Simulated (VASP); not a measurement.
Here is the system:

```xyz
2
Lattice="2.7724 0.0000 0.0000 -1.3862 2.4010 0.0000 0.0000 0.0000 4.4859" Properties=species:S:1:pos:R:3 pbc="T T T"
Re     1.3862     0.8003     3.3644
Re     0.0000     1.6006     1.1215
```

Method: PBE GGA, VASP's PBE PAW potentials (set 64) (plane waves; VASP). Settings: PREC = Normal, EDIFF = 1E-5, 400 eV cut-off, 17×17×9 Γ-centred mesh, first-order Methfessel-Paxton smearing of 0.10 eV, potentials Re.

Unless said otherwise, spin-orbit coupling is left out, though it shifts the bands of the heavy elements here.

Problem. Estimate the energy per atom (σ→0), band gap (on the k-mesh) with the smallest direct gap where there is one.

Solution. 
The band gap (on the k-mesh) is none (metal, semimetal or under 0.01 eV) and the energy per atom (σ→0) comes out as -12.425 eV/atom.

The absolute energy has meaning only against runs of the same code, potentials and settings.

The compound is Re in the hcp structure. It was relaxed first.
